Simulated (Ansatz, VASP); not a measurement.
**Two plane-wave programs on MgBeS3**

```
Mg Be S
1.0
     1.87296   -3.24406    0.00000
    -5.61887   -3.24406    0.00000
     0.00000    0.00000   -7.45882
Mg Be S
2 2 6
Cartesian
  -3.7459 -2.1627 -5.9002
  0.0000 -2.1627 -5.9002
  -3.7459 -4.3254 -2.6480
  -1.8730 -1.0814 -2.6480
  -3.7459 -4.3254 -4.6306
  -1.8730 -1.0814 -4.6306
  -1.8730 -3.2441 -7.3088
  1.8730 -3.2441 -7.3088
  -1.8730 -3.2441 -1.9635
  1.8730 -3.2441 -1.9635
```

Alike in both runs: task single point; functional PBE; k mesh 4 × 2 × 2; occupations gaussian, width 0.1 eV; no spin polarisation.

|  | VASP | Ansatz |
| --- | --- | --- |
| version | VASP 6.6.1 | Ansatz 0.2.0 |
| potentials or method | VASP PAW PBE potentials, release 64 (Mg, Be, S) | scalar-relativistic, plane waves, PAW |
| plane-wave cutoff (eV) | 520 | 420 |
| valence electrons in the cell | 44 | 60 |

```csv
,VASP,Ansatz,Ansatz less VASP
gap on the k mesh at the Fermi level (eV),1.46,1.44,-0.023
least direct gap on the mesh (eV),1.46,1.44,-0.023
pressure (GPa),-0.2,0.1,+0.22
largest component of the traceless stress (GPa),0.29,0.10,-0.193
rms of the force components (eV/Å),0.033,0.005,-0.0277
```

Atom by atom the forces differ by 0.032 eV/Å (rms over components). With one functional, cell and mesh, what is left measures potentials, basis and numerics. The two sets of potentials don't hold the same shells in valence.

Caveats: the k mesh is coarse (spacing up to 0.48 Å⁻¹), so the values aren't converged. A k mesh can miss the band edges.
